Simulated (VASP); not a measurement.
# A point defect in a supercell of TiAl3, part 2 of 4

Aim: the formation energy and local structure of a point defect in TiAl3. The start is a computed cell from the Materials Project.

VASP 6.6.1, plane waves and PAW; the level of theory is named at each step.

So far. Step 2 (The host at zero pressure): The run ended after 2 ionic steps, 0.000 eV below its first step, once forces and stress met EDIFFG = -0.02.

## Step 3: The supercell without the defect

Level of this step: r2SCAN; plane waves and PAW (Ti, Al) (VASP).

System of this step: TiAl3. It takes space group I4/mmm (No. 139, tetragonal). Conventional cell: a = 3.816 Å, b = 3.816 Å, c = 8.550 Å, α = 90.00°, β = 90.00°, γ = 90.00°. Nearest to Ti lie 12 Al at 2.70 to 2.87 Å. Al has 8 Al at 2.70 to 2.87 Å and 4 Ti at 2.87 Å nearest. Al has 4 Ti at 2.70 Å and 8 Al at 2.87 Å nearest. Farther neighbours are not listed.

The same cell, mesh and cutoff without the defect give the energy to subtract and, in a gapped host, the band edges to count from, so that most errors cancel.

Contents of INCAR:

```
SYSTEM = TiAl3
PREC = Normal
ENCUT = 400
EDIFF = 1E-05
NELM = 120
ISMEAR = 1
SIGMA = 0.2
LREAL = Auto
ALGO = Normal
METAGGA = R2SCAN
LASPH = .TRUE.
NBANDS = 76
LORBIT = 11
LWAVE = .FALSE.
LCHARG = .FALSE.
KPAR = 4
```

Contents of POSCAR:

```
TiAl3
1.0
   -3.8162292066      3.8162292066      8.5500915254
    3.8162292066     -3.8162292066      8.5500915254
    3.8162292066      3.8162292066     -8.5500915254
Ti Al
8 24
Direct
    0.0000000000      0.0000000000      0.0000000000
    0.0000000000      0.0000000000      0.5000000000
    0.0000000000      0.5000000000      0.0000000000
    0.0000000000      0.5000000000      0.5000000000
    0.5000000000      0.0000000000      0.0000000000
    0.5000000000      0.0000000000      0.5000000000
    0.5000000000      0.5000000000      0.0000000000
    0.5000000000      0.5000000000      0.5000000000
    0.1250000000      0.3750000000      0.2500000000
    0.1250000000      0.3750000000      0.7500000000
    0.1250000000      0.8750000000      0.2500000000
    0.1250000000      0.8750000000      0.7500000000
    0.6250000000      0.3750000000      0.2500000000
    0.6250000000      0.3750000000      0.7500000000
    0.6250000000      0.8750000000      0.2500000000
    0.6250000000      0.8750000000      0.7500000000
    0.3750000000      0.1250000000      0.2500000000
    0.3750000000      0.1250000000      0.7500000000
    0.3750000000      0.6250000000      0.2500000000
    0.3750000000      0.6250000000      0.7500000000
    0.8750000000      0.1250000000      0.2500000000
    0.8750000000      0.1250000000      0.7500000000
    0.8750000000      0.6250000000      0.2500000000
    0.8750000000      0.6250000000      0.7500000000
    0.2500000000      0.2500000000      0.0000000000
    0.2500000000      0.2500000000      0.5000000000
    0.2500000000      0.7500000000      0.0000000000
    0.2500000000      0.7500000000      0.5000000000
    0.7500000000      0.2500000000      0.0000000000
    0.7500000000      0.2500000000      0.5000000000
    0.7500000000      0.7500000000      0.0000000000
    0.7500000000      0.7500000000      0.5000000000
```

Contents of KPOINTS:

```
Automatic mesh
0
Gamma
4 4 4
0 0 0
```

The projector-augmented-wave data sets are Ti and Al (PBE family, release 64).

On the command line:

```
$ mpirun -np 4 vasp_std
```

What it wrote:

```text
[banner, memory and clock lines left out]
running    4 mpi-ranks, on    1 nodes
 distrk:  each k-point on    1 cores,    4 groups
 distr:  one band on    1 cores,    1 groups

 POSCAR found type information on POSCAR TiAl
 POSCAR found :  2 types and      32 ions
 [... a notice as in an earlier step ...]

 LDA part: xc-table for (None), standard interpolation
 POSCAR, INCAR and KPOINTS ok, starting setup
 FFT: planning ... GRIDC
 FFT: planning ... GRID_SOFT
 FFT: planning ... GRID
 WAVECAR not read
 entering main loop
       N       E                     dE             d eps       ncg     rms          rms(c)
DAV:   1     0.308627369731E+03    0.30863E+03   -0.30021E+04  2008   0.970E+02
DAV:   2    -0.226771256817E+03   -0.53540E+03   -0.51016E+03  1976   0.234E+02
DAV:   3    -0.292763266022E+03   -0.65992E+02   -0.62258E+02  2720   0.693E+01
DAV:   4    -0.295543082101E+03   -0.27798E+01   -0.27443E+01  2544   0.145E+01
DAV:   5    -0.295593966812E+03   -0.50885E-01   -0.50778E-01  2680   0.237E+00    0.409E+01
DAV:   6    -0.281933114767E+03    0.13661E+02   -0.16141E+02  2676   0.377E+01    0.148E+01
DAV:   7    -0.279996711463E+03    0.19364E+01   -0.65231E+01  2644   0.288E+01    0.147E+01
DAV:   8    -0.278714185712E+03    0.12825E+01   -0.12359E+01  2684   0.127E+01    0.285E+00
DAV:   9    -0.278604362789E+03    0.10982E+00   -0.82456E-01  2672   0.322E+00    0.769E-01
DAV:  10    -0.278609947716E+03   -0.55849E-02   -0.16518E-02  2516   0.448E-01    0.544E-01
DAV:  11    -0.278608197140E+03    0.17506E-02   -0.54241E-03  2592   0.265E-01    0.204E-01
DAV:  12    -0.278608189151E+03    0.79895E-05   -0.13536E-04  2512   0.394E-02    0.133E-01
DAV:  13    -0.278607989271E+03    0.19988E-03   -0.10064E-03  2724   0.108E-01    0.213E-02
DAV:  14    -0.278607991184E+03   -0.19135E-05   -0.11820E-05  1536   0.143E-02
   1 F= -.27860799E+03 E0= -.27862397E+03  d E =0.479409E-01
```

Wall time 9.6 min (4 MPI ranks of AMD EPYC 7R43, shared host); peak memory 1.8 GiB.

From OUTCAR (step 3):

```text
  LATTYP: Found a body centered tetragonal cell.
 ALAT       =     7.6324584132
 C/A-ratio  =     2.2404554503

The static configuration has the point symmetry D_4h.

 Found     13 irreducible k-points:

   k-points           NKPTS =     13   k-points in BZ     NKDIM =     13   number of bands    NBANDS=     76

   dimension x,y,z NGX =    50 NGY =   50 NGZ =   50
   dimension x,y,z NGXF=   100 NGYF=  100 NGZF=  100

   ENCUT  =  400.0 eV  29.40 Ry    5.42 a.u.  16.49 16.49 16.49*2*pi/ulx,y,z

   NELECT =     104.0000    total number of electrons

 E-fermi :   6.9027

 k-point     1 :       0.0000    0.0000    0.0000
  band No.  band energies     occupation
    ...
     46       6.6298      2.06595
     47       6.6342      2.06727
     48       6.6342      2.06727
     49       6.6342      2.06728
     50       6.6342      2.06728
     51       7.4586     -0.00061
     52       7.4586     -0.00061
     53       7.4586     -0.00061
     54       7.4586     -0.00061
     55       7.6683     -0.00000
    ...

 k-point     2 :       0.2500    0.0000    0.0000
  band No.  band energies     occupation
    ...
     45       5.8507      2.00000
     46       6.3101      2.00023
     47       6.3101      2.00023
     48       6.4923      2.01345
     49       6.6080      2.05762
     50       7.0689      0.00499
     51       7.0745     -0.00728
     52       7.0746     -0.00729
     53       7.2118     -0.05119
     54       7.2415     -0.03765
    ...

  Total        0.3995864      0.3995864     -0.4100876      0.0000000     -0.0000000      0.0000000
  in kB        1.2853507      1.2853507     -1.3191298      0.0000000     -0.0000000      0.0000000
  external PRESSURE =       0.4171906 kB  Pullay stress =       0.0000000 kB

  energy-cutoff  :      400.00
  volume of cell :      498.08
      direct lattice vectors                 reciprocal lattice vectors
    -3.816229207  3.816229207  8.550091525     0.000000000  0.131019384  0.058478906
     3.816229207 -3.816229207  8.550091525     0.131019384  0.000000000  0.058478906
     3.816229207  3.816229207 -8.550091525     0.131019384  0.131019384  0.000000000

 POSITION                                       TOTAL-FORCE (eV/Angst)
 -----------------------------------------------------------------------------------
      0.00000      0.00000      0.00000        -0.000000      0.000000      0.000000
      1.90811      1.90811     -4.27505        -0.000000      0.000000      0.000000
      1.90811     -1.90811      4.27505        -0.000000      0.000000      0.000000
      3.81623      0.00000      0.00000        -0.000000      0.000000      0.000000
     -1.90811      1.90811      4.27505        -0.000000      0.000000      0.000000
      0.00000      3.81623      0.00000        -0.000000      0.000000      0.000000
      0.00000      0.00000      8.55009        -0.000000      0.000000      0.000000
      1.90811      1.90811      4.27505        -0.000000      0.000000      0.000000
      1.90811     -0.00000      2.13752         0.000000      0.000000      0.000000
      3.81623      1.90811     -2.13752         0.000000      0.000000      0.000000
      3.81623     -1.90811      6.41257         0.000000      0.000000      0.000000
      5.72434      0.00000      2.13752        -0.000000      0.000000      0.000000
      0.00000      1.90811      6.41257         0.000000      0.000000     -0.000000
      1.90811      3.81623      2.13752        -0.000000      0.000000      0.000000
      1.90811     -0.00000     10.68761         0.000000      0.000000      0.000000
      3.81623      1.90811      6.41257         0.000000      0.000000     -0.000000
     -0.00000      1.90811      2.13752         0.000000     -0.000000      0.000000
      1.90811      3.81623     -2.13752        -0.000000     -0.000000     -0.000000
      1.90811      0.00000      6.41257        -0.000000     -0.000000     -0.000000
      3.81623      1.90811      2.13752        -0.000000     -0.000000      0.000000
     -1.90811      3.81623      6.41257         0.000000     -0.000000     -0.000000
      0.00000      5.72434      2.13752        -0.000000     -0.000000      0.000000
     -0.00000      1.90811     10.68761         0.000000     -0.000000     -0.000000
      1.90811      3.81623      6.41257        -0.000000     -0.000000     -0.000000
      0.00000      0.00000      4.27505        -0.000000      0.000000      0.000000
      1.90811      1.90811      0.00000        -0.000000      0.000000      0.000000
      1.90811     -1.90811      8.55009        -0.000000      0.000000      0.000000
      3.81623     -0.00000      4.27505        -0.000000      0.000000      0.000000
     -1.90811      1.90811      8.55009        -0.000000      0.000000      0.000000
     -0.00000      3.81623      4.27505        -0.000000      0.000000      0.000000
      0.00000      0.00000     12.82514        -0.000000      0.000000      0.000000
      1.90811      1.90811      8.55009        -0.000000      0.000000      0.000000
 -----------------------------------------------------------------------------------
    total drift:                                0.000000     -0.000000     -0.000000

  FREE ENERGIE OF THE ION-ELECTRON SYSTEM (eV)
  ---------------------------------------------------
  free  energy   TOTEN  =      -278.6079911840 eV

  energy  without entropy=     -278.6559320460  energy(sigma->0) =     -278.62397147

 total charge
# of ion       s       p       d       tot
------------------------------------------
    1        0.402   0.592   2.573   3.566
    2        0.402   0.592   2.573   3.566
    3        0.402   0.592   2.573   3.566
    4        0.402   0.592   2.573   3.566
    5        0.402   0.592   2.573   3.566
    6        0.402   0.592   2.573   3.566
    7        0.402   0.592   2.573   3.566
    8        0.402   0.592   2.573   3.566
    9        0.404   0.423   0.000   0.828
   10        0.404   0.423   0.000   0.828
   11        0.404   0.423   0.000   0.828
   12        0.404   0.423   0.000   0.828
   13        0.404   0.423   0.000   0.828
   14        0.404   0.423   0.000   0.828
   15        0.404   0.423   0.000   0.828
   16        0.404   0.423   0.000   0.828
   17        0.404   0.423   0.000   0.828
   18        0.404   0.423   0.000   0.828
   19        0.404   0.423   0.000   0.828
   20        0.404   0.423   0.000   0.828
   21        0.404   0.423   0.000   0.828
   22        0.404   0.423   0.000   0.828
   23        0.404   0.423   0.000   0.828
   24        0.404   0.423   0.000   0.828
   25        0.443   0.393   0.000   0.835
   26        0.443   0.393   0.000   0.835
   27        0.443   0.393   0.000   0.835
   28        0.443   0.393   0.000   0.835
   29        0.443   0.393   0.000   0.835
   30        0.443   0.393   0.000   0.835
   31        0.443   0.393   0.000   0.835
   32        0.443   0.393   0.000   0.835
--------------------------------------------------
tot         13.227  14.650  20.583  48.460

[... 1 part as in an earlier step ...]

[... 7 further parts left out ...]
```

Numbers from this step:

| Item | Value |
| --- | --- |
| electronic cycles | 14 |
| electrons | 104 |
| free energy (TOTEN) | -278.6080 eV |
| energy at zero smearing | -278.6240 eV |
| Fermi energy | 6.903 eV |

The host is treated as a metal, as its relaxation found a gap under 0.3 eV or none, and only the neutral defect is run.

## Step 4: Relaxing the atoms

This step: r2SCAN; plane waves and PAW (F) (VASP 6.6.1).

System of this step: F2. The cell holds 2 atoms: 2 F. Cell: a = 11.000 Å, b = 11.500 Å, c = 14.000 Å, α = 90.0°, β = 90.0°, γ = 90.0°. Vacuum lies along a, b and c.

The reference for F is the F2 molecule, relaxed in a box at the cutoff of the large cell.

Contents of INCAR:

```
SYSTEM = F
PREC = Normal
ENCUT = 400
EDIFF = 1E-05
NELM = 120
ISMEAR = 0
SIGMA = 0.01
LREAL = Auto
ALGO = Normal
METAGGA = R2SCAN
LASPH = .TRUE.
NBANDS = 13
LORBIT = 11
LWAVE = .FALSE.
LCHARG = .FALSE.
NCORE = 4
IBRION = 2
NSW = 20
ISIF = 2
EDIFFG = -0.03
POTIM = 0.4
MAXMIX = 40
ISYM = 0
```

Contents of POSCAR:

```
F
1.0
   11.0000000000      0.0000000000      0.0000000000
    0.0000000000     11.5000000000      0.0000000000
    0.0000000000      0.0000000000     14.0000000000
F
2
Direct
    0.5000000000      0.5000000000      0.4496428600
    0.5000000000      0.5000000000      0.5503571400
```

Contents of KPOINTS:

```
Automatic mesh
0
Gamma
1 1 1
0 0 0
```

The projector-augmented-wave data sets are F (PBE family, release 64).

On the command line:

```
$ mpirun -np 4 vasp_gam
```

What it wrote:

```text
[banner, memory and clock lines left out]
running    4 mpi-ranks, on    1 nodes
 distrk:  each k-point on    4 cores,    1 groups
 distr:  one band on    4 cores,    1 groups

 POSCAR found type information on POSCAR F
 POSCAR found :  1 types and       2 ions
|                                                                             |
|               ----> ADVICE to this user running VASP <----                  |
|                                                                             |
|     You have a (more or less) 'small supercell' and for smaller cells       |
|     it is recommended to use the reciprocal-space projection scheme!        |
|     The real-space optimization is not efficient for small cells and it     |
|     is also less accurate ...                                               |
|     Therefore, set LREAL=.FALSE. in the INCAR file.                         |
|                                                                             |

 [... a notice as in an earlier step ...]

 LDA part: xc-table for (None), standard interpolation
 POSCAR, INCAR and KPOINTS ok, starting setup
 FFT: planning ... GRIDC
 FFT: planning ... GRID_SOFT
 FFT: planning ... GRID
 WAVECAR not read
 entering main loop
       N       E                     dE             d eps       ncg     rms          rms(c)
DAV:   1     0.193406776535E+03    0.19341E+03   -0.30387E+03    34   0.492E+02
DAV:   2     0.472095626501E+02   -0.14620E+03   -0.14084E+03    52   0.107E+02
DAV:   3    -0.913720472148E+01   -0.56347E+02   -0.56010E+02    26   0.123E+02
DAV:   4    -0.115947689897E+02   -0.24576E+01   -0.24452E+01    36   0.330E+01
DAV:   5    -0.116213512251E+02   -0.26582E-01   -0.26582E-01    26   0.310E+00    0.793E+00
DAV:   6    -0.616980839205E+01    0.54515E+01   -0.14309E+00    34   0.107E+01    0.471E+00
DAV:   7    -0.614185552278E+01    0.27953E-01   -0.33401E-01    26   0.528E+00    0.104E+00
DAV:   8    -0.615833964412E+01   -0.16484E-01   -0.25211E-02    26   0.145E+00    0.367E-01
DAV:   9    -0.615999437689E+01   -0.16547E-02   -0.14655E-02    34   0.109E+00    0.857E-02
DAV:  10    -0.616003895647E+01   -0.44580E-04   -0.85828E-04    36   0.263E-01    0.195E-02
DAV:  11    -0.616087687813E+01   -0.83792E-03   -0.19821E-04    34   0.110E-01    0.199E-02
DAV:  12    -0.616117704116E+01   -0.30016E-03   -0.48130E-05    44   0.707E-02    0.527E-03
DAV:  13    -0.616112141056E+01    0.55631E-04   -0.34252E-05    44   0.631E-02    0.913E-03
DAV:  14    -0.616131803630E+01   -0.19663E-03   -0.20257E-05    34   0.505E-02    0.453E-03
DAV:  15    -0.616129846449E+01    0.19572E-04   -0.13027E-05    26   0.379E-02    0.489E-03
DAV:  16    -0.616089669863E+01    0.40177E-03   -0.35700E-05    26   0.618E-02    0.242E-03
DAV:  17    -0.616135060690E+01   -0.45391E-03   -0.28005E-05    26   0.520E-02    0.116E-03
DAV:  18    -0.616139877492E+01   -0.48168E-04   -0.25371E-06    18   0.185E-02    0.708E-04
DAV:  19    -0.616138854217E+01    0.10233E-04   -0.73804E-07    18   0.113E-02    0.924E-04
DAV:  20    -0.616109455471E+01    0.29399E-03   -0.23416E-05    26   0.472E-02    0.888E-04
DAV:  21    -0.616141297313E+01   -0.31842E-03   -0.25144E-05    36   0.466E-02    0.274E-04
DAV:  22    -0.616132732844E+01    0.85645E-04   -0.12546E-06    18   0.123E-02    0.121E-04
DAV:  23    -0.616137032615E+01   -0.42998E-04   -0.81336E-07    18   0.996E-03    0.156E-04
DAV:  24    -0.616137492008E+01   -0.45939E-05   -0.24540E-07    18   0.620E-03
   1 F= -.61613749E+01 E0= -.61613749E+01  d E =-.616137E+01
 curvature:   0.00 expect dE= 0.000E+00 dE for cont linesearch  0.000E+00
 trial: gam= 0.00000 g(F)=  0.378E-04 g(S)=  0.000E+00 ort = 0.000E+00 (trialstep = 0.100E+01)
 search vector abs. value=  0.378E-04
 reached required accuracy - stopping structural energy minimisation
```

Run time: 26 s. Hardware: 4 MPI ranks; peak memory 0.75 GiB; 98 s of CPU time.

From OUTCAR (step 4):

```text
 Found      1 irreducible k-points:

   k-points           NKPTS =      1   k-points in BZ     NKDIM =      1   number of bands    NBANDS=     13

   dimension x,y,z NGX =    54 NGY =   56 NGZ =   70
   dimension x,y,z NGXF=   108 NGYF=  112 NGZF=  140

   ENCUT  =  400.0 eV  29.40 Ry    5.42 a.u.  17.94 18.75 22.83*2*pi/ulx,y,z

   NELECT =      14.0000    total number of electrons

 E-fermi :  -9.8075

 k-point     1 :       0.0000    0.0000    0.0000
  band No.  band energies     occupation
    ...
      3     -15.7164      2.00000
      4     -13.4321      2.00000
      5     -13.4309      2.00000
      6      -9.9541      2.00000
      7      -9.9528      2.00000
      8      -5.4543      0.00000
      9      -0.0132      0.00000
     10       0.7458      0.00000
     11       0.7767      0.00000
     12       1.1318      0.00000
    ...

  Total       -2.7742055     -2.6961732     -1.8445635      0.0000449      0.0028285      0.0008047
  in kB       -2.5097510     -2.4391573     -1.6687283      0.0000406      0.0025589      0.0007280
  external PRESSURE =      -2.2058789 kB  Pullay stress =       0.0000000 kB

  energy-cutoff  :      400.00
  volume of cell :     1771.00
      direct lattice vectors                 reciprocal lattice vectors
    11.000000000  0.000000000  0.000000000     0.090909091  0.000000000  0.000000000
     0.000000000 11.500000000  0.000000000     0.000000000  0.086956522  0.000000000
     0.000000000  0.000000000 14.000000000     0.000000000  0.000000000  0.071428571

 POSITION                                       TOTAL-FORCE (eV/Angst)
 -----------------------------------------------------------------------------------
      5.50000      5.75000      6.29500         0.009319      0.011096      0.016723
      5.50000      5.75000      7.70500        -0.009319     -0.011096     -0.016723
 -----------------------------------------------------------------------------------
    total drift:                                0.000032      0.000003      0.000000

  FREE ENERGIE OF THE ION-ELECTRON SYSTEM (eV)
  ---------------------------------------------------
  free  energy   TOTEN  =        -6.1613749201 eV

  energy  without entropy=       -6.1613749201  energy(sigma->0) =       -6.16137492

 total charge
# of ion       s       p       d       tot
------------------------------------------
    1        1.804   4.156   0.000   5.960
    2        1.804   4.156   0.000   5.960
--------------------------------------------------
tot          3.608   8.313   0.000  11.920

[... 1 part as in an earlier step ...]

[... 3 further parts left out ...]
```

CONTCAR:

```
F
   1.00000000000000
    11.0000000000000000    0.0000000000000000    0.0000000000000000
     0.0000000000000000   11.5000000000000000    0.0000000000000000
     0.0000000000000000    0.0000000000000000   14.0000000000000000
  F
     2
Direct
     0.5000000000000000    0.5000000000000000    0.4496428599999973
     0.5000000000000000    0.5000000000000000    0.5503571400000027
```

Hardly anything moved in the relaxation; the energy changed by under 0.2 meV an atom.

This step gave:

```yaml
electronic_cycles: 24
electrons: 14
free_energy_toten: -6.161 eV
gap_between_the_highest_filled_and_lowest_empty_level: 4.498 eV
```

The start already met the threshold, so nothing moved, which says little where the restoring forces are soft.

Energy at zero smearing: -6.16137 eV.

[end of part 2 of 4]

[Lines on the potential files, build, host, timing and source positions are cut from VASP's logs without a mark.]

[Logs are printed without paths, hosts, clocks, repeated set-up lines and the standing remarks that a program may print on its own settings, such as how far it seeks lower states.]

[Hosts, paths, dates, database ids (printed as entryN), source tags and the programs' standing remarks are cut or masked in the printed files.]

[In band tables of VASP the shares of atoms and orbitals are scaled to a sum of 1 inside the atoms' spheres.]

[Runs that stopped without an error message from VASP are left out.]
